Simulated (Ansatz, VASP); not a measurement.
# BiAs: VASP beside Ansatz

Aim: how closely do two programs agree when they are given the same cell, functional and k mesh? The cell is generated by rule, not measured, and may not be a known phase. The cell is taken from a series of runs on this material, whose earlier steps may have relaxed, scaled, displaced or heated it; both programs get it as it stands.

Program: Ansatz 0.2.0. Level of theory: plane waves, with VASP 6.6.1 beside it; relaxation of cell and atoms at PBEsol. Results are calculated unless marked as measured.

### 1. Set-up

It takes space group P6_3mc (No. 186, hexagonal). The conventional cell has a = 4.978 Å, b = 4.978 Å, c = 6.262 Å, α = 90.00°, β = 90.00°, γ = 120.00°. Bi has 4 As at 2.77 to 2.90 Å nearest. Nearest to As lie 4 Bi at 2.77 to 2.90 Å. Farther neighbours are not listed.

### 2. Ansatz: relaxation of cell and atoms, PBEsol, pair 1

Ansatz runs on its default PAW (the set named soft_2) files.

The relaxed volume is the usual yardstick between codes: in a stiff, nearly cubic crystal its relative difference is about their pressure difference at one cell divided by the bulk modulus.

Input file input.yaml:

```yaml
crystal:
  lattice:
    - [4.9781928137, 0.0, 0.0]
    - [-2.4890964068, 4.3112414416, 0.0]
    - [0.0, 0.0, 6.2617054457]
  atoms:
    - { symbol: Bi, position: [0.3333333333, 0.6666666667, 0.2668639472] }
    - { symbol: Bi, position: [0.6666666667, 0.3333333333, 0.7668639472] }
    - { symbol: As, position: [0.6666666667, 0.3333333333, 0.2097951691] }
    - { symbol: As, position: [0.3333333333, 0.6666666667, 0.7097951691] }
kpoints:
  mp_grid: { grid: [12, 12, 8] }
hamiltonian:
  xc: pbesol
scf:
  occupations: { method: methfessel_paxton, width: 0.2 }
output:
  forces: true
  stress: true
  eigenvalues: true
relax:
  adjacent_minimum: "off"
  f_tol: 0.001
  max_steps: 60
  cell: { stress_tol: 0.01 }
```

On the command line:

```sh
ansatz run input.yaml --threads 4 --pin off --max-ram 7168MiB --backend cpu --events-out ev --progress --plain --runs-dir out
```

Numbers of over 12 decimals in the logs are rounded to 6 here.

Log:

```text
Engine: ansatz 0.2.0, aarch64-unknown-linux-gnu
Pseudopotentials: kind: paw
Pseudopotential: Bi, paw, valence charge 15, recommended cutoff 420 eV (normal), Bi.paw.azcp
Pseudopotential: As, paw, valence charge 15, recommended cutoff 420 eV (normal), As.paw.azcp
Functional definition: PBEsol
  exchange = pbesol_x
  correlation = pbesol_c
Crystal: 4 atoms, lattice volume = 134.390 Å³
Basis set: ecut = 420 eV, 2667 PW (Γ), exchange–correlation on 72×72×90 points (8 copies of the dense FFT grid, shifted against one another)
Bands: 36, of which v1, the nominal top of the filled ones, is band 30 counted from 1 (29 counted from 0)
Symmetry: 12 space group operations
Space group: P63mc (ITA 186), of the structure as read, at distance tolerance 5.1e-5 Å
k-points: 95 of 1152 (time reversal used)
Non-local potential: Bi, projectors of the file, l = 0: 2, l = 1: 2, l = 2: 2, l = 3: 2
Non-local potential: As, projectors of the file, l = 0: 2, l = 1: 2, l = 2: 3, l = 3: 1
PAW form: soft (Blöchl's): semilocal exchange-correlation on the pseudo side does not see the compensation charge
PAW frozen core: Bi, regenerated for the run's functional, and the local potential with it (the file was generated under x = pbe(κ = 0.804, μ = 0.219515), c = pbe(β = 0.066725))
PAW frozen core: As, regenerated for the run's functional, and the local potential with it (the file was generated under x = pbe(κ = 0.804, μ = 0.219515), c = pbe(β = 0.066725))
PAW one-centre angular grid: Bi, 590 points (default); XC on 64 Gauss nodes
PAW one-centre angular grid: As, 590 points (default); XC on 64 Gauss nodes
Initial density: superposition of atomic densities (neutral atoms: chi_scale 0, normalization atom), corrected by the library's trained network
Initial wavefunctions: pseudopotential atomic-orbital guess
Functional: x = pbesol(κ = 0.804, μ = 0.123457), c = pbesol(β = 0.046)
SCF iter   1: F=—  HF=-34109.508288 eV  |F-HF|=—  |Δ(HF+E_count)|=         —  Δρ=1.89e-3  dr2=5.02e-3  ethr=1.77e-3  ⟨swp⟩=6.3  Hψ=13572  notcnv=0
preconditioner: auto → LDOS  [metal: Δε(μ)=0.024 eV  Ē_g=8.343 eV  σ=0.200 eV  W_gap=0.10  n_scr=22 (ndim 8)  ℏωp=14.3 eV  f_vac=0.126  D(μ)=0.77/eV (n_scr^D=2)  β→1.0]
SCF iter   2: F=—  HF=-34109.507354 eV  |F-HF|=—  |Δ(HF+E_count)|=   9.34e-4  S|Δr|=    0.00e0  Δρ=9.73e-4  dr2=2.84e-3  ethr=8.36e-6  ⟨swp⟩=2.0  Hψ=7052  notcnv=0
preconditioner: auto → Kerker (q_TF=auto, 2.385 Å⁻¹)  [metal: Δε(μ)=0.030 eV  Ē_g=8.346 eV  σ=0.200 eV  W_gap=0.13  n_scr=22 (ndim 8)  ℏωp=14.3 eV  f_vac=0.131  D(μ)=0.71/eV (n_scr^D=0)  β→0.5]
SCF iter   3: F=—  HF=-34109.506274 eV  |F-HF|=—  |Δ(HF+E_count)|=   1.08e-3  S|Δr|=    0.00e0  Δρ=3.91e-4  dr2=2.35e-4  ethr=4.73e-6  ⟨swp⟩=2.0  Hψ=6208  notcnv=0
SCF iter   4: F=—  HF=-34109.506348 eV  |F-HF|=—  |Δ(HF+E_count)|=   7.45e-5  S|Δr|=    0.00e0  Δρ=1.39e-4  dr2=5.14e-5  ethr=3.92e-7  ⟨swp⟩=2.0  Hψ=6247  notcnv=0
SCF iter   5: F=—  HF=-34109.506327 eV  |F-HF|=—  |Δ(HF+E_count)|=   2.12e-5  S|Δr|=    0.00e0  Δρ=8.33e-5  dr2=2.20e-5  ethr=8.57e-8  ⟨swp⟩=2.0  Hψ=6193  notcnv=0
SCF iter   6: F=—  HF=-34109.506332 eV  |F-HF|=—  |Δ(HF+E_count)|=   5.31e-6  S|Δr|=    0.00e0  Δρ=4.53e-5  dr2=3.24e-6  ethr=3.67e-8  ⟨swp⟩=2.0  Hψ=6217  notcnv=0
SCF iter   7: F=—  HF=-34109.506334 eV  |F-HF|=—  |Δ(HF+E_count)|=   1.51e-6  S|Δr|=    0.00e0  Δρ=1.55e-5  dr2=6.60e-7  ethr=5.40e-9  ⟨swp⟩=2.0  Hψ=6245  notcnv=0
SCF iter   8: F=-34109.506335 eV  HF=-34109.506335 eV  |F-HF|=1.10e-7  |Δ(HF+E_count)|=   1.32e-6  S|Δr|=    0.00e0  Δρ=4.27e-6  dr2=4.61e-8  ethr=1.67e-10  ⟨swp⟩=5.8  Hψ=14680  notcnv=0
SCF 1 converged in 8 iterations: F = -34109.506335 eV  dr2 = 4.61e-8
  greatest PAW one-centre occupation: 0.999 electrons in one spin orbital (limit 2), on the As atom at site 2 (counted from 0), in its partial waves of l = 2
relax step   1: F+E_penalty+E_count = -34109.50633520 eV  Δ(F+E_penalty+E_count) = +0.000e0 eV  max|allowed force component| = 8.594e-4 eV/Å  Δτ_max = 0.0000 Å  P = -0.002 GPa  Ω = 134.390 Å³  (8 SCF iters, dr2 threshold 1.00e-7 eV, accepted)
Initial density: handed on by an earlier stage of this run
Initial wavefunctions: pseudopotential atomic-orbital guess (no wavefunctions were taken with the density)
iter 1 solved again at ethr=1.24e-7 eV; its pass at ethr=3.10e-3 eV (dr2=7.42e-5 eV) is discarded
SCF iter   1: F=—  HF=-34109.506338 eV  |F-HF|=—  |Δ(HF+E_count)|=         —  Δρ=4.34e-6  dr2=4.50e-8  ethr=1.24e-7  ⟨swp⟩=3.4  Hψ=23287  notcnv=0
preconditioner: auto → Kerker (q_TF=auto, 2.385 Å⁻¹)  [metal: Δε(μ)=0.024 eV  Ē_g=8.342 eV  σ=0.200 eV  W_gap=0.10  n_scr=22 (ndim 8)  ℏωp=14.3 eV  f_vac=0.133  D(μ)=0.75/eV (n_scr^D=0)]
SCF iter   2: F=—  HF=-34109.506335 eV  |F-HF|=—  |Δ(HF+E_count)|=   3.29e-6  S|Δr|=    0.00e0  Δρ=3.17e-6  dr2=2.79e-8  ethr=7.51e-11  ⟨swp⟩=3.4  Hψ=8523  notcnv=0
SCF iter   3: F=—  HF=-34109.506335 eV  |F-HF|=—  |Δ(HF+E_count)|=   7.59e-8  S|Δr|=    0.00e0  Δρ=1.22e-6  dr2=5.09e-9  ethr=4.65e-11  ⟨swp⟩=2.0  Hψ=4435  notcnv=0
SCF iter   4: F=—  HF=-34109.506335 eV  |F-HF|=—  |Δ(HF+E_count)|=   6.42e-9  S|Δr|=    0.00e0  Δρ=6.20e-7  dr2=1.77e-9  ethr=8.48e-12  ⟨swp⟩=2.0  Hψ=4423  notcnv=0
SCF iter   5: F=—  HF=-34109.506335 eV  |F-HF|=—  |Δ(HF+E_count)|=  8.37e-10  S|Δr|=    0.00e0  Δρ=3.39e-7  dr2=4.66e-10  ethr=2.95e-12  ⟨swp⟩=2.2  Hψ=6213  notcnv=0
SCF iter   6: F=—  HF=-34109.506335 eV  |F-HF|=—  |Δ(HF+E_count)|=  6.55e-11  S|Δr|=    0.00e0  Δρ=1.94e-7  dr2=5.37e-11  ethr=1.00e-12  ⟨swp⟩=2.0  Hψ=6291  notcnv=0
SCF iter   7: F=—  HF=-34109.506335 eV  |F-HF|=—  |Δ(HF+E_count)|=    0.00e0  S|Δr|=    0.00e0  Δρ=6.51e-8  dr2=4.18e-12  ethr=1.00e-12  ⟨swp⟩=1.0  Hψ=3420  notcnv=0
SCF iter   8: F=-34109.506335 eV  HF=-34109.506335 eV  |F-HF|=0.00e0  |Δ(HF+E_count)|=    0.00e0  S|Δr|=    0.00e0  Δρ=1.37e-8  dr2=2.34e-13  ethr=1.00e-12  ⟨swp⟩=5.4  Hψ=13627  notcnv=0
SCF 2 converged in 8 iterations: F = -34109.506335 eV  dr2 = 2.34e-13
relax step   2: F+E_penalty+E_count = -34109.50633523 eV  Δ(F+E_penalty+E_count) = -2.803e-8 eV  max|allowed force component| = 8.542e-4 eV/Å  Δτ_max = 0.0000 Å  P = -0.002 GPa  Ω = 134.390 Å³  stress off target by 8.53e-3 GPa  SCF on the basis re-selected at this cell (its energy is not comparable with the rows above)  (8 SCF iters)
basis re-selected at this cell: Δ(F+E_penalty+E_count) = -2.803e-8 eV, ΔP = +0.000 GPa vs the last step (what re-selecting the basis moved, of the pressure what is left beyond the Pulay correction that the steps carried, after the strain that the cell walked since its last selection, with what the two solves' SCF thresholds leave and, on support functions, any second-order correction that the steps lacked; it is no m [...]
SCF converged after 8 iterations
Stability not checked: this state was not tested for a lower state beside it, because cold or Methfessel-Paxton smearing, or corrected tetrahedra, fill the levels in a way that the test cannot read (fill_not_monotonic; see scf.lower_state_search)
Free energy (F): -34109.506335 eV
Harris-Foulkes:  -34109.506335 eV  (|F-HF|=0.00e0)
Internal energy: -34109.510637 eV  (E = F + TS)
E sigma→0 (E₀):  -34109.507411 eV
Entropy (-TS):   0.004302 eV (1.076 meV/atom)
Fermi energy:    8.070068 eV
Step filling:    the computed levels leave a gap of 0.0177 eV = 0.1 smearing widths at the electron count; against every level under it full and every level over it empty, smearing changes F+E_penalty+E_count by +0.938 meV and its σ→0 estimate by -0.137 meV
--- Per-component energies (eV) ---
  E_band       = -819.323188
  E_kinetic    = 809.590677
  E_local      = -7639.467703  (includes V_loc(G=0)·N_el)
  E_nonlocal   = -213.103752
  E_hartree    = 3389.290287
  E_xc         = -457.462248
  E_vxc        = -445.860926  (∫ρ·V_xc dr)
  E_paw        = -24602.787760  (= ΣΔE_a)
  E_vpaw       = -109.061128  (= ΣTr[D̂ρ^β])
  E_aug_tail   = -0.000900  (compensation charges beyond the density's cutoff)
  E_ewald      = -5397.681600
  E_core_change = 2.112362  (= ΣΔE_core)
  E_smearing   = 0.004302  (= −TS)
  E_closure    = 0.000000  (closes the sum)
  Σ components = -34109.506335   (vs F -34109.506335, Δ=0.00e0)
--- Forces (eV/Å), atoms counted from 1 ---
  atom   1  Bi    -0.00000000    -0.00000000     0.00085427
  atom   2  Bi     0.00000000     0.00000000     0.00085427
  atom   3  As     0.00000000     0.00000000    -0.00085423
  atom   4  As    -0.00000000    -0.00000000    -0.00085423
  max |Σ_I F_I| component: 8.54e-8 eV/Å
--- Stress (GPa, compression-positive) ---
       -0.006979      -0.000000       0.000000
       -0.000000      -0.006979      -0.000000
        0.000000      -0.000000       0.008528
  P = ⅓ Tr σ = -0.0018 GPa (-0.018 kbar)
--- Band table (eV; the first three rows and the last of 95) ---
  k-point 0: bands = [... 26 lower, 4.3452, 6.1170, 6.1170, 6.1300, 8.1117, 8.1117, 10.2910, 10.2910, ... 2 higher]
  k-point 1: bands = [... 26 lower, 4.3948, 6.0163, 6.0163, 6.3526, 8.1787, 8.1787, 10.1571, 10.1571, ... 2 higher]
  k-point 2: bands = [... 26 lower, 4.5408, 5.7563, 5.7563, 6.8363, 8.3648, 8.3648, 9.2481, 9.8235, ... 2 higher]
  k-point 94: bands = [... 26 lower, 6.1754, 6.1754, 7.5202, 7.5202, 8.6393, 8.6393, 9.1654, 9.1654, ... 2 higher]
--- Relaxed structure (1 steps of the walk, 1 accepted, 1 SCFs on fresh bases) ---
  F+E_penalty+E_count = -34109.50633523 eV   max|allowed force component| = 8.542e-4 eV/Å   (the final SCF, on the basis selected at the relaxed cell)
  cell:  # Å, volume = 134.3899 Å³
    - [4.978193, -2.8867375300005082e-11, 0.0]
    - [-2.489096, 4.311241, 0.0]
    - [0.0, 0.0, 6.2617054457]
  atoms:
    - { symbol: Bi, position: [0.333333, 0.666667, 0.266864] }
    - { symbol: Bi, position: [0.666667, 0.333333, 0.766864] }
    - { symbol: As, position: [0.666667, 0.333333, 0.209795] }
    - { symbol: As, position: [0.333333, 0.666667, 0.709795] }
```

(Part 1 of 3 ends here.)

[Lines on the potential files, build, host, timing and source positions are cut from VASP's logs without a mark.]

[Logs are printed without paths, hosts, clocks, repeated set-up lines and the standing remarks that a program may print on its own settings, such as how far it seeks lower states.]

[Hosts, paths, dates, database ids (printed as entryN), source tags and the programs' standing remarks are cut or masked in the printed files.]
